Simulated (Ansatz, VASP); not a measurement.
# KTaO3: VASP beside Ansatz, part 2 of 3

One calculation is typed for both programs; each brings its own data sets. How far apart do they land? The cell is taken from a series of runs on this material, whose earlier steps may have relaxed, scaled, displaced or heated it; both programs get it as it stands.

VASP 6.6.1 and Ansatz 0.2.0.

So far: The starting structure; VASP: zone-centre phonons, LDA.

### Step 2. VASP: zone-centre phonons, LDA (continued)

Level of this step: LDA; plane waves and PAW (O, K_sv, Ta_pv) (VASP).

OUTCAR, selected parts (step 2):

```text
ion  position               nearest neighbor table
   1  0.500  0.000  0.000-   5 1.91   5 1.91   4 2.70   4 2.70   4 2.70   4 2.70
   2  0.000  0.500  0.000-   5 1.91   5 1.91   4 2.70   4 2.70   4 2.70   4 2.70
   3  0.000  0.000  0.500-   5 1.91   5 1.91   4 2.70   4 2.70   4 2.70   4 2.70
   4  0.500  0.500  0.500-   1 2.70   2 2.70   3 2.70   1 2.70   2 2.70   1 2.70   3 2.70   1 2.70
                             2 2.70   3 2.70   2 2.70   3 2.70   5 3.30   5 3.30   5 3.30   5 3.30
   5  0.000  0.000  0.000-   1 1.91   2 1.91   3 1.91   3 1.91   2 1.91   1 1.91   4 3.30   4 3.30
                             4 3.30   4 3.30   4 3.30   4 3.30   4 3.30   4 3.30

  LATTYP: Found a simple cubic cell.
 ALAT       =     3.8149926643

 Subroutine GETGRP returns: Found 48 space group operations
 (whereof 48 operations were pure point group operations)

The static configuration has the point symmetry O_h .

 Found     35 irreducible k-points:

   k-points           NKPTS =     35   k-points in BZ     NKDIM =     35   number of bands    NBANDS=     25

   dimension x,y,z NGX =    30 NGY =   30 NGZ =   30
   dimension x,y,z NGXF=    60 NGYF=   60 NGZF=   60

   ENCUT  =  600.0 eV  44.10 Ry    6.64 a.u.   7.62  7.62  7.62*2*pi/ulx,y,z

   NELECT =      38.0000    total number of electrons

 k-points in reciprocal lattice and weights: Automatic mesh
   0.00000000  0.00000000  0.00000000       0.002
   0.12500000  0.00000000  0.00000000       0.012
   0.25000000  0.00000000  0.00000000       0.012
   0.37500000  0.00000000  0.00000000       0.012
   0.50000000  0.00000000  0.00000000       0.006
   0.12500000  0.12500000  0.00000000       0.023
   0.25000000  0.12500000  0.00000000       0.047
   0.37500000  0.12500000  0.00000000       0.047
   0.50000000  0.12500000  0.00000000       0.023
[...]
0.50000000  0.50000000  0.37500000       0.012
   0.50000000  0.50000000  0.50000000       0.002

 average (electrostatic) potential at core
       1 -72.0461       2 -72.0461       3 -72.0461       4 -31.0316       5 -39.3899

  Total       10.7605096     10.7605096     10.7605096      0.0000000     -0.0000000     -0.0000000
[...]
2     0.00000     1.17011     0.00000
    3    -0.00000    -0.00000     1.17011
 ion    5
    1     8.71289    -0.00000    -0.00000
    2     0.00000     8.71289     0.00000
    3    -0.00000    -0.00000     8.71289

 Eigenvectors and eigenvalues of the dynamical matrix
 ----------------------------------------------------

   1 f  =   22.363600 THz   140.514645 2PiTHz  745.969409 cm-1    92.488377 meV
             X         Y         Z           dx          dy          dz
      1.907496  0.000000  0.000000    -0.942694   -0.001783    0.000000
      0.000000  1.907496  0.000000     0.208988    0.008044    0.000000
      0.000000  0.000000  1.907496     0.208988   -0.001783    0.000000
      1.907496  1.907496  1.907496     0.002923   -0.000025   -0.000000
      0.000000  0.000000  0.000000     0.154579   -0.001319   -0.000000

   2 f  =   22.363600 THz   140.514645 2PiTHz  745.969409 cm-1    92.488377 meV
             X         Y         Z           dx          dy          dz
      1.907496  0.000000  0.000000    -0.008044    0.208988   -0.000000
      0.000000  1.907496  0.000000     0.001783   -0.942694   -0.000000
      0.000000  0.000000  1.907496     0.001783    0.208988    0.000000
      1.907496  1.907496  1.907496     0.000025    0.002923    0.000000
      0.000000  0.000000  0.000000     0.001319    0.154579   -0.000000

   3 f  =   22.363600 THz   140.514645 2PiTHz  745.969409 cm-1    92.488377 meV
             X         Y         Z           dx          dy          dz
      1.907496  0.000000  0.000000    -0.000000    0.000000    0.208996
      0.000000  1.907496  0.000000    -0.000000   -0.000000    0.208996
      0.000000  0.000000  1.907496    -0.000000    0.000000   -0.942728
      1.907496  1.907496  1.907496    -0.000000    0.000000    0.002923
      0.000000  0.000000  0.000000     0.000000   -0.000000    0.154584

   4 f  =    6.909850 THz    43.415870 2PiTHz  230.487799 cm-1    28.576832 meV
             X         Y         Z           dx          dy          dz
      1.907496  0.000000  0.000000     0.035270   -0.272369   -0.000719
      0.000000  1.907496  0.000000     0.064114   -0.149834   -0.000719
      0.000000  0.000000  1.907496     0.064114   -0.272369   -0.000396
      1.907496  1.907496  1.907496    -0.202385    0.859777    0.002270
      0.000000  0.000000  0.000000     0.045557   -0.193537   -0.000511

   5 f  =    6.909850 THz    43.415870 2PiTHz  230.487799 cm-1    28.576832 meV
             X         Y         Z           dx          dy          dz
      1.907496  0.000000  0.000000     0.002515    0.000337    0.279776
      0.000000  1.907496  0.000000     0.004572    0.000186    0.279776
      0.000000  0.000000  1.907496     0.004572    0.000337    0.153909
      1.907496  1.907496  1.907496    -0.014433   -0.001065   -0.883160
      0.000000  0.000000  0.000000     0.003249    0.000240    0.198800

   6 f  =    6.909850 THz    43.415870 2PiTHz  230.487799 cm-1    28.576832 meV
             X         Y         Z           dx          dy          dz
      1.907496  0.000000  0.000000    -0.149813   -0.064117    0.004528
      0.000000  1.907496  0.000000    -0.272331   -0.035272    0.004528
      0.000000  0.000000  1.907496    -0.272331   -0.064117    0.002491
      1.907496  1.907496  1.907496     0.859659    0.202395   -0.014293
      0.000000  0.000000  0.000000    -0.193510   -0.045559    0.003217

   7 f  =    5.517495 THz    34.667442 2PiTHz  184.043815 cm-1    22.818515 meV
             X         Y         Z           dx          dy          dz
      1.907496  0.000000  0.000000     0.000000   -0.048323    0.515514
      0.000000  1.907496  0.000000    -0.481571    0.000000   -0.515514
      0.000000  0.000000  1.907496     0.481571    0.048323    0.000000
      1.907496  1.907496  1.907496     0.000000   -0.000000   -0.000000
      0.000000  0.000000  0.000000     0.000000    0.000000    0.000000

   8 f  =    5.517495 THz    34.667442 2PiTHz  184.043815 cm-1    22.818515 meV
             X         Y         Z           dx          dy          dz
      1.907496  0.000000  0.000000     0.000000   -0.238052   -0.466302
      0.000000  1.907496  0.000000    -0.475282   -0.000000    0.466302
      0.000000  0.000000  1.907496     0.475282    0.238052   -0.000000
      1.907496  1.907496  1.907496    -0.000000    0.000000    0.000000
      0.000000  0.000000  0.000000    -0.000000    0.000000   -0.000000

   9 f  =    5.517495 THz    34.667442 2PiTHz  184.043815 cm-1    22.818515 meV
             X         Y         Z           dx          dy          dz
      1.907496  0.000000  0.000000     0.000000    0.664075   -0.129644
      0.000000  1.907496  0.000000    -0.205418   -0.000000    0.129644
      0.000000  0.000000  1.907496     0.205418   -0.664075    0.000000
      1.907496  1.907496  1.907496     0.000000    0.000000    0.000000
      0.000000  0.000000  0.000000     0.000000    0.000000    0.000000

  10 f  =    3.046582 THz    19.142238 2PiTHz  101.623028 cm-1    12.599644 meV
             X         Y         Z           dx          dy          dz
      1.907496  0.000000  0.000000    -0.001188   -0.002552    0.563880
      0.000000  1.907496  0.000000    -0.004017   -0.000755    0.563880
      0.000000  0.000000  1.907496    -0.004017   -0.002552    0.166800
      1.907496  1.907496  1.907496    -0.001930   -0.001226    0.270941
      0.000000  0.000000  0.000000     0.003652    0.002320   -0.512617

  11 f  =    3.046582 THz    19.142238 2PiTHz  101.623028 cm-1    12.599644 meV
             X         Y         Z           dx          dy          dz
      1.907496  0.000000  0.000000     0.067277    0.515985    0.003955
      0.000000  1.907496  0.000000     0.227436    0.152632    0.003955
      0.000000  0.000000  1.907496     0.227436    0.515985    0.001170
      1.907496  1.907496  1.907496     0.109282    0.247927    0.001901
      0.000000  0.000000  0.000000    -0.206760   -0.469077   -0.003596

  12 f  =    3.046582 THz    19.142238 2PiTHz  101.623028 cm-1    12.599644 meV
             X         Y         Z           dx          dy          dz
      1.907496  0.000000  0.000000    -0.152632    0.227456   -0.002647
      0.000000  1.907496  0.000000    -0.515984    0.067283   -0.002647
      0.000000  0.000000  1.907496    -0.515984    0.227456   -0.000783
      1.907496  1.907496  1.907496    -0.247927    0.109291   -0.001272
      0.000000  0.000000  0.000000     0.469076   -0.206778    0.002406

  13 f/i=    0.005241 THz     0.032933 2PiTHz    0.174834 cm-1     0.021677 meV
             X         Y         Z           dx          dy          dz
      1.907496  0.000000  0.000000    -0.240489   -0.043803    0.001000
      0.000000  1.907496  0.000000    -0.241085   -0.043695    0.001000
      0.000000  0.000000  1.907496    -0.241085   -0.043803    0.000998
      1.907496  1.907496  1.907496    -0.376451   -0.068397    0.001562
      0.000000  0.000000  0.000000    -0.807610   -0.146735    0.003350

  14 f/i=    0.005241 THz     0.032933 2PiTHz    0.174834 cm-1     0.021677 meV
             X         Y         Z           dx          dy          dz
      1.907496  0.000000  0.000000    -0.012516    0.074379    0.233135
      0.000000  1.907496  0.000000    -0.012547    0.074195    0.233135
      0.000000  0.000000  1.907496    -0.012547    0.074379    0.232559
      1.907496  1.907496  1.907496    -0.019592    0.116142    0.364037
      0.000000  0.000000  0.000000    -0.042031    0.249162    0.780979

  15 f/i=    0.005241 THz     0.032933 2PiTHz    0.174834 cm-1     0.021677 meV
             X         Y         Z           dx          dy          dz
      1.907496  0.000000  0.000000     0.041876   -0.229326    0.075423
      0.000000  1.907496  0.000000     0.041979   -0.228760    0.075423
      0.000000  0.000000  1.907496     0.041979   -0.229326    0.075237
      1.907496  1.907496  1.907496     0.065550   -0.358090    0.117772
      0.000000  0.000000  0.000000     0.140626   -0.768221    0.252660

 MACROSCOPIC STATIC DIELECTRIC TENSOR IONIC CONTRIBUTION
 ------------------------------------------------------
         100.263914     0.000000    -0.000000
           0.000000   100.263914     0.000000
          -0.000000     0.000000   100.263914
 ------------------------------------------------------

 ELASTIC MODULI CONTR FROM IONIC RELAXATION (kBar)
 Direction    XX          YY          ZZ          XY          YZ          ZX
 --------------------------------------------------------------------------------
 XX           0.0000      0.0000      0.0000      0.0000      0.0000      0.0000
 YY           0.0000      0.0000      0.0000      0.0000      0.0000      0.0000
 ZZ           0.0000      0.0000      0.0000      0.0000      0.0000      0.0000
 XY           0.0000      0.0000      0.0000      0.0000      0.0000      0.0000
 YZ           0.0000      0.0000      0.0000      0.0000      0.0000      0.0000
 ZX           0.0000      0.0000      0.0000      0.0000      0.0000      0.0000
 --------------------------------------------------------------------------------

 PIEZOELECTRIC TENSOR IONIC CONTR  for field in x, y, z        (C/m^2)
          XX          YY          ZZ          XY          YZ          ZX
  --------------------------------------------------------------------------------
  x     0.00000     0.00000     0.00000     0.00000     0.00000     0.00000
  y     0.00000     0.00000     0.00000     0.00000     0.00000     0.00000
  z     0.00000     0.00000     0.00000     0.00000     0.00000     0.00000
```

(Part 2 of 3 ends here.)

[Lines on the potential files, build, host, timing and source positions are cut from VASP's logs without a mark.]

[Logs are printed without paths, hosts, clocks, repeated set-up lines and the standing remarks that a program may print on its own settings, such as how far it seeks lower states.]

[Hosts, paths, dates, database ids (printed as entryN), source tags and the programs' standing remarks are cut or masked in the printed files.]
